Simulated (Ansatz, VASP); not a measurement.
# Cross-check of SiH2C (SiC wire along [111], 24 atoms a period, H-terminated) between VASP and Ansatz

One calculation is typed for both programs; each brings its own data sets. How far apart do they land? Of the first pair: The structure shown is the start of the Ansatz relaxation below; VASP solves that cell, so the two are compared at the walk's first step.

Method: plane waves, with VASP 6.6.1 beside it; single point at PBE, in Ansatz 0.2.0.

### 1. The starting structure

The cell holds 48 atoms: 12 Si, 12 C and 24 H. Its edges and angles: a = 13.846 Å, b = 14.606 Å, c = 7.586 Å, α = 90.0°, β = 90.0°, γ = 90.0°. Vacuum lies along a and b. The structure's axis is c.

### 2. Ansatz: relaxation, PBE

Ansatz runs on its default PAW (the set named soft_2) files.

The two programs are compared at the cell with which this relaxation starts, whose forces are those of its first step.

Contents of input.yaml:

```yaml
crystal:
  lattice:
    - [13.846, 0.0, 0.0]
    - [0.0, 14.606, 0.0]
    - [0.0, 0.0, 7.5863825372]
  atoms:
    - { symbol: Si, position: [0.332243967, 0.511304981, 0.0] }
    - { symbol: Si, position: [0.444085933, 0.327668718, 0.0] }
    - { symbol: Si, position: [0.555927898, 0.511304981, 0.0] }
    - { symbol: C, position: [0.332243967, 0.511304981, 0.25] }
    - { symbol: C, position: [0.444085933, 0.327668718, 0.25] }
    - { symbol: C, position: [0.444085933, 0.694941245, 0.25] }
    - { symbol: C, position: [0.555927898, 0.511304981, 0.25] }
    - { symbol: H, position: [0.245558284, 0.681172992, 0.26874392] }
    - { symbol: H, position: [0.642613582, 0.681172992, 0.26874392] }
    - { symbol: H, position: [0.667769863, 0.355205225, 0.26874392] }
    - { symbol: H, position: [0.754455547, 0.497536728, 0.26874392] }
    - { symbol: H, position: [0.266197732, 0.475157298, 0.299210982] }
    - { symbol: H, position: [0.378039698, 0.291521034, 0.299210982] }
    - { symbol: H, position: [0.444085933, 0.767236612, 0.299210982] }
    - { symbol: H, position: [0.510132168, 0.291521034, 0.299210982] }
    - { symbol: Si, position: [0.332243967, 0.633729157, 0.333333333] }
    - { symbol: Si, position: [0.444085933, 0.450092894, 0.333333333] }
    - { symbol: Si, position: [0.555927898, 0.633729157, 0.333333333] }
    - { symbol: Si, position: [0.667769863, 0.450092894, 0.333333333] }
    - { symbol: C, position: [0.332243967, 0.633729157, 0.583333333] }
    - { symbol: C, position: [0.444085933, 0.450092894, 0.583333333] }
    - { symbol: C, position: [0.555927898, 0.633729157, 0.583333333] }
    - { symbol: C, position: [0.667769863, 0.450092894, 0.583333333] }
    - { symbol: H, position: [0.245558284, 0.43632464, 0.602077253] }
    - { symbol: H, position: [0.332243967, 0.293993137, 0.602077253] }
    - { symbol: H, position: [0.555927898, 0.293993137, 0.602077253] }
    - { symbol: H, position: [0.754455547, 0.619960904, 0.602077253] }
    - { symbol: H, position: [0.266197732, 0.597581474, 0.632544315] }
    - { symbol: H, position: [0.332243967, 0.706024524, 0.632544315] }
    - { symbol: H, position: [0.555927898, 0.706024524, 0.632544315] }
    - { symbol: H, position: [0.733816098, 0.41394521, 0.632544315] }
    - { symbol: Si, position: [0.332243967, 0.388880806, 0.666666667] }
    - { symbol: Si, position: [0.444085933, 0.572517069, 0.666666667] }
    - { symbol: Si, position: [0.555927898, 0.388880806, 0.666666667] }
    - { symbol: Si, position: [0.667769863, 0.572517069, 0.666666667] }
    - { symbol: C, position: [0.332243967, 0.388880806, 0.916666667] }
    - { symbol: C, position: [0.444085933, 0.572517069, 0.916666667] }
    - { symbol: C, position: [0.555927898, 0.388880806, 0.916666667] }
    - { symbol: C, position: [0.667769863, 0.572517069, 0.916666667] }
    - { symbol: H, position: [0.245558284, 0.558748816, 0.935410586] }
    - { symbol: H, position: [0.357400249, 0.74238508, 0.935410586] }
    - { symbol: H, position: [0.444085933, 0.232781049, 0.935410586] }
    - { symbol: H, position: [0.530771616, 0.74238508, 0.935410586] }
    - { symbol: H, position: [0.266197732, 0.352733122, 0.965877649] }
    - { symbol: H, position: [0.621974133, 0.352733122, 0.965877649] }
    - { symbol: H, position: [0.667769863, 0.644812436, 0.965877649] }
    - { symbol: H, position: [0.733816098, 0.536369386, 0.965877649] }
    - { symbol: Si, position: [0.444085933, 0.694941245, 0.0] }
kpoints:
  mp_grid: { grid: [1, 1, 11] }
scf:
  occupations: { method: fermi_dirac, width: 0.05 }
hamiltonian:
  xc: pbe
relax:
  cell: { fix: [a, b, alpha, beta, gamma] }
  max_steps: 45
  f_tol: 0.03
```

On the command line:

```
$ ansatz run input.yaml --threads 4 --pin off --max-ram 16384MiB --backend cpu --events-out ev --progress --plain --runs-dir out
```

Numbers of over 12 decimals in the logs are rounded to 6 here.

Output:

```text
Engine: ansatz 0.2.0, aarch64-unknown-linux-gnu
Pseudopotentials: kind: paw
Pseudopotential: Si, paw, valence charge 4, recommended cutoff 420 eV (normal), Si.paw.azcp
Pseudopotential: C, paw, valence charge 4, recommended cutoff 420 eV (normal), C.paw.azcp
Pseudopotential: H, paw, valence charge 1, recommended cutoff 420 eV (normal), H.paw.azcp
Functional definition: PBE
  parameter kappa = 0.804
  parameter beta = 0.066725
  exchange = pbe_x(kappa = kappa, mu = beta*pi^2/3)
  correlation = pbe_c(beta = beta)
Crystal: 48 atoms, lattice volume = 1534.230 Å³
Basis set: ecut = 420 eV, 29991 PW (Γ), exchange–correlation on 192×200×108 points (8 copies of the dense FFT grid, shifted against one another)
Bands: 108, of which v1, the nominal top of the filled ones, is band 60 counted from 1 (59 counted from 0)
Symmetry: 1 space group operations
Space group: P1 (ITA 1), of the structure as read, at distance tolerance 1.2e-4 Å
k-points: 6 of 11 (time reversal used)
Non-local potential: Si, projectors of the file, l = 0: 2, l = 1: 2, l = 2: 2
Non-local potential: C, projectors of the file, l = 0: 2, l = 1: 2, l = 2: 1
Non-local potential: H, projectors of the file, l = 0: 2, l = 1: 1
PAW form: soft (Blöchl's): semilocal exchange-correlation on the pseudo side does not see the compensation charge
PAW one-centre angular grid: Si, 110 points (default); XC on 64 Gauss nodes
PAW one-centre angular grid: C, 110 points (default); XC on 64 Gauss nodes
PAW one-centre angular grid: H, 110 points (default); XC on 64 Gauss nodes
Initial density: superposition of atomic densities (neutral atoms: chi_scale 0, normalization atom), corrected by the library's trained network
Initial wavefunctions: pseudopotential atomic-orbital guess
Functional: x = pbe(κ = 0.804, μ = 0.219515), c = pbe(β = 0.066725)
SCF iter   1: F=—  HF=-11027.780229 eV  |F-HF|=—  |Δ(HF+E_count)|=         —  Δρ=2.76e-3  dr2=2.67e-1  ethr=1.77e-3  ⟨swp⟩=8.8  Hψ=3886  notcnv=0  defer=108
preconditioner: auto → Resta (q_TF=auto, 1.784 Å⁻¹)  ε∞=1.8  [insulator: Δε(μ)=3.863 eV  Ē_g=11.486 eV  σ=0.050 eV  W_gap=1.00  n_scr=150 (ndim 8)  ℏωp=10.4 eV  f_vac=0.640  D(μ)=0.00/eV (n_scr^D=0)  ε∞_Penn≈1.8  vacuum switching on, ρ_ref=9.6e-3 e/Å³]
SCF iter   2: F=—  HF=-11027.737117 eV  |F-HF|=—  |Δ(HF+E_count)|=   4.31e-2  Δρ=1.12e-3  dr2=2.62e-2  ethr=2.23e-4  ⟨swp⟩=3.0  Hψ=997  notcnv=0  defer=255
SCF iter   3: F=—  HF=-11027.736811 eV  |F-HF|=—  |Δ(HF+E_count)|=   3.06e-4  Δρ=4.39e-4  dr2=2.84e-3  ethr=2.18e-5  ⟨swp⟩=2.0  Hψ=716  notcnv=0  defer=255
SCF iter   4: F=—  HF=-11027.740102 eV  |F-HF|=—  |Δ(HF+E_count)|=   3.29e-3  Δρ=1.38e-4  dr2=2.67e-4  ethr=2.36e-6  ⟨swp⟩=2.0  Hψ=687  notcnv=0  defer=255
SCF iter   5: F=—  HF=-11027.740533 eV  |F-HF|=—  |Δ(HF+E_count)|=   4.32e-4  Δρ=3.60e-5  dr2=2.02e-5  ethr=2.22e-7  ⟨swp⟩=2.0  Hψ=780  notcnv=0  defer=255
SCF iter   6: F=—  HF=-11027.740965 eV  |F-HF|=—  |Δ(HF+E_count)|=   4.32e-4  Δρ=1.09e-5  dr2=2.05e-6  ethr=1.68e-8  ⟨swp⟩=2.0  Hψ=974  notcnv=0  defer=255
SCF iter   7: F=—  HF=-11027.740966 eV  |F-HF|=—  |Δ(HF+E_count)|=   7.64e-7  Δρ=3.41e-6  dr2=1.67e-7  ethr=1.71e-9  ⟨swp⟩=2.0  Hψ=749  notcnv=0  defer=255
SCF iter   8: F=-11027.740966 eV  HF=-11027.740966 eV  |F-HF|=3.16e-8  |Δ(HF+E_count)|=   2.71e-7  Δρ=9.92e-7  dr2=1.50e-8  ethr=8.33e-11  ⟨swp⟩=4.8  Hψ=1759  notcnv=0
SCF 1 converged in 8 iterations: F = -11027.740966 eV  dr2 = 1.50e-8
  greatest PAW one-centre occupation: 0.645 electrons in one spin orbital (limit 2), on the C atom at site 4 (counted from 0), in its partial waves of l = 0
relax step   1: F+E_penalty+E_count = -11027.74096644 eV  Δ(F+E_penalty+E_count) = +0.000e0 eV  max|allowed force component| = 6.741e-1 eV/Å  Δτ_max = 0.0000 Å  P = +0.050 GPa  Ω = 1534.230 Å³  fix = [a, b, alpha, beta, gamma]  reactions: a -0.120, b -0.115 GPa; alpha -0.001, beta -0.000, gamma -0.000 GPa/rad  (8 SCF iters, dr2 threshold 1.00e-7 eV, accepted)
Crystal: 48 atoms, lattice volume = 1559.994 Å³
Basis set: ecut = 420 eV, 30507 PW (Γ), exchange–correlation on 192×200×108 points (8 copies of the dense FFT grid, shifted against one another)
Initial density: handed on by an earlier stage of this run
Initial wavefunctions: those handed on with the density
iter 1 solved again at ethr=2.51e-4 eV; its pass at ethr=3.10e-3 eV (dr2=3.01e-1 eV) is discarded
SCF iter   1: F=—  HF=-11028.114749 eV  |F-HF|=—  |Δ(HF+E_count)|=         —  Δρ=5.34e-3  dr2=3.23e-1  ethr=2.51e-4  ⟨swp⟩=7.5  Hψ=3381  notcnv=0  defer=3
preconditioner: auto → Resta (q_TF=auto, 1.779 Å⁻¹)  ε∞=1.8  [insulator: Δε(μ)=4.032 eV  Ē_g=11.532 eV  σ=0.050 eV  W_gap=1.00  n_scr=146 (ndim 8)  ℏωp=10.3 eV  f_vac=0.647  D(μ)=0.00/eV (n_scr^D=0)  ε∞_Penn≈1.8  vacuum switching on, ρ_ref=9.6e-3 e/Å³]
SCF iter   2: F=—  HF=-11028.049041 eV  |F-HF|=—  |Δ(HF+E_count)|=   6.57e-2  Δρ=2.32e-3  dr2=4.64e-2  ethr=2.51e-4  ⟨swp⟩=2.7  Hψ=1187  notcnv=0  defer=88
[...]
basis re-selected at this cell: Δ(F+E_penalty+E_count) = -1.249e-2 eV, ΔP = +0.011 GPa vs the last step (what re-selecting the basis moved, of the pressure what is left beyond the Pulay correction that the steps carried, after the strain that the cell walked since its last selection, with what the two solves' SCF thresholds leave and, on support functions, any second-order correction that the steps lacked; it is no m [...]
SCF converged after 6 iterations
Free energy (F): -11028.100990 eV
Harris-Foulkes:  -11028.100990 eV  (|F-HF|=6.54e-9)
Internal energy: -11028.100990 eV  (E = F + TS)
E sigma→0 (E₀):  -11028.100990 eV
Fermi energy:    -1.200445 eV
--- Per-component energies (eV) ---
  E_band       = -973.326848
  E_kinetic    = 1930.695164
  E_local      = -23384.041941  (includes V_loc(G=0)·N_el)
  E_nonlocal   = 664.664316
  E_hartree    = 10756.988922
  E_xc         = -1468.059633
  E_vxc        = -1570.938987  (∫ρ·V_xc dr)
  E_paw        = -7358.973821  (= ΣΔE_a)
  E_vpaw       = -127.651769  (= ΣTr[D̂ρ^β])
  E_aug_tail   = -0.030886  (compensation charges beyond the density's cutoff)
  E_ewald      = 7830.656890
  E_smearing   = -0.000000  (= −TS)
  E_closure    = -0.000000  (closes the sum)
  Σ components = -11028.100990   (vs F -11028.100990, Δ=0.00e0)
--- Forces (eV/Å), atoms counted from 1 ---
  atom   1  Si    -0.00138000    -0.00260872    -0.00708876
  atom   2  Si     0.00216994    -0.00393528    -0.00440175
  atom   3  Si     0.02440811    -0.00608998     0.00104338
  atom   4  C      0.00475879     0.01460648     0.00096473
  atom   5  C      0.01247887     0.01561795     0.00263129
  atom   6  C      0.00753368    -0.00713685     0.00158193
  atom   7  C      0.02360935    -0.00068279     0.00138835
  atom   8  H      0.00841014    -0.00201832     0.00173056
  atom   9  H     -0.00717448    -0.00357871     0.00131723
  atom  10  H      0.00637012     0.00761133    -0.00118628
  atom  11  H     -0.00468389     0.00100832     0.00514971
  atom  12  H     -0.00126034    -0.00388023     0.00274400
  atom  13  H     -0.01204236    -0.00160010    -0.00027793
  atom  14  H      0.00054281     0.00488134     0.00115371
  atom  15  H      0.00129696     0.00028456     0.00275246
  atom  16  Si    -0.00455668     0.00016117    -0.00433343
  atom  17  Si    -0.01768566    -0.01801030     0.00106742
  atom  18  Si    -0.00180791     0.00282965    -0.00717976
  atom  19  Si    -0.00669151     0.00424266    -0.00958322
  atom  20  C      0.00750190    -0.01882407     0.00293786
  atom  21  C     -0.01224618    -0.02032746     0.00138026
  atom  22  C      0.01059070    -0.01145819     0.00118628
  atom  23  C     -0.00987662    -0.00286579     0.00143198
  atom  24  H      0.00343261    -0.00938768    -0.00119949
[...]
atom  41  H      0.00149620    -0.00457326     0.00523311
  atom  42  H     -0.00236177     0.00827410     0.00171158
  atom  43  H     -0.00985999     0.00173737    -0.00121869
  atom  44  H     -0.00444457    -0.00183418     0.00117165
  atom  45  H      0.00406959     0.00098756     0.00267020
  atom  46  H     -0.00079058     0.00108038     0.00271079
  atom  47  H      0.00738049    -0.00961296    -0.00023992
  atom  48  Si    -0.00050665    -0.00745705    -0.00950561
  max |Σ_I F_I| component: 8.39e-6 eV/Å
--- Stress (GPa, compression-positive) ---
       -0.012233       0.000083       0.000017
        0.000083      -0.011048       0.000120
        0.000017       0.000120       0.024509
  P = ⅓ Tr σ = 0.0004 GPa (0.004 kbar)
--- Relaxed structure (4 steps of the walk, 4 accepted, 1 SCFs on fresh bases) ---
  F+E_penalty+E_count = -11028.10099002 eV   max|allowed force component| = 2.456e-2 eV/Å   (the final SCF, on the basis selected at the relaxed cell)
  cell:  # Å, volume = 1556.2106 Å³
    - [13.846, 0, 0]
    - [0, 14.606, 0]
    - [0, 0, 7.695073]
  atoms:
    - { symbol: Si, position: [0.333623, 0.511310, 0.00288895] }
    - { symbol: Si, position: [0.443597, 0.327554, 0.00154864] }
    - { symbol: Si, position: [0.556465, 0.511635, 0.00225638] }
    - { symbol: C, position: [0.335154, 0.513265, 0.248208] }
    - { symbol: C, position: [0.441982, 0.329015, 0.246159] }
    - { symbol: C, position: [0.444394, 0.692707, 0.248858] }
    - { symbol: C, position: [0.556605, 0.510691, 0.250430] }
    - { symbol: H, position: [0.243821, 0.682899, 0.269981] }
    - { symbol: H, position: [0.643867, 0.682392, 0.274584] }
    - { symbol: H, position: [0.674094, 0.355188, 0.270707] }
    - { symbol: H, position: [0.757481, 0.499363, 0.275432] }
    - { symbol: H, position: [0.269391, 0.477760, 0.293663] }
    - { symbol: H, position: [0.376351, 0.293811, 0.291812] }
    - { symbol: H, position: [0.445468, 0.764281, 0.294950] }
    - { symbol: H, position: [0.503757, 0.289499, 0.295953] }
    - { symbol: Si, position: [0.332369, 0.634231, 0.334849] }
    - { symbol: Si, position: [0.444096, 0.449512, 0.335591] }
    - { symbol: Si, position: [0.555235, 0.632620, 0.336210] }
    - { symbol: Si, position: [0.668029, 0.451592, 0.337760] }
    - { symbol: C, position: [0.334515, 0.634788, 0.579466] }
    - { symbol: C, position: [0.443181, 0.449838, 0.583765] }
    - { symbol: C, position: [0.556251, 0.630357, 0.581536] }
    - { symbol: C, position: [0.665572, 0.450963, 0.582207] }
    - { symbol: H, position: [0.242367, 0.431076, 0.604024] }
    - { symbol: H, position: [0.332451, 0.290571, 0.608809] }
    - { symbol: H, position: [0.556449, 0.292361, 0.607939] }
    - { symbol: H, position: [0.756904, 0.620510, 0.603327] }
    - { symbol: H, position: [0.267503, 0.603861, 0.629218] }
    - { symbol: H, position: [0.335165, 0.706272, 0.625106] }
    - { symbol: H, position: [0.556679, 0.702102, 0.626978] }
    - { symbol: H, position: [0.730422, 0.414304, 0.628327] }
    - { symbol: Si, position: [0.333485, 0.387909, 0.671105] }
    - { symbol: Si, position: [0.443517, 0.572821, 0.668928] }
    - { symbol: Si, position: [0.555243, 0.390027, 0.669555] }
    - { symbol: Si, position: [0.668138, 0.572190, 0.668194] }
    - { symbol: C, position: [0.334141, 0.390237, 0.915551] }
    - { symbol: C, position: [0.444302, 0.573378, 0.917097] }
    - { symbol: C, position: [0.552691, 0.390295, 0.914879] }
    - { symbol: C, position: [0.667598, 0.570114, 0.912807] }
    - { symbol: H, position: [0.243792, 0.559103, 0.941224] }
    - { symbol: H, position: [0.354177, 0.743909, 0.942088] }
    - { symbol: H, position: [0.443392, 0.230489, 0.936743] }
    - { symbol: H, position: [0.527625, 0.747563, 0.937305] }
    - { symbol: H, position: [0.268228, 0.355327, 0.961679] }
    - { symbol: H, position: [0.618021, 0.354077, 0.960332] }
    - { symbol: H, position: [0.672839, 0.640589, 0.962576] }
    - { symbol: H, position: [0.732584, 0.533845, 0.958443] }
    - { symbol: Si, position: [0.442585, 0.694436, 0.00440896] }
```

In the SCF lines HF is the Harris–Foulkes energy and dr2 the Hartree energy of the density residual, in eV; the loop may stop once dr2 is under the threshold and the program's other checks hold. Hψ counts applications of the Hamiltonian.

(Part 1 of 2 ends here.)

[Lines on the potential files, build, host, timing and source positions are cut from VASP's logs without a mark.]

[Logs are printed without paths, hosts, clocks, repeated set-up lines and the standing remarks that a program may print on its own settings, such as how far it seeks lower states.]

[Hosts, paths, dates, database ids (printed as entryN), source tags and the programs' standing remarks are cut or masked in the printed files.]
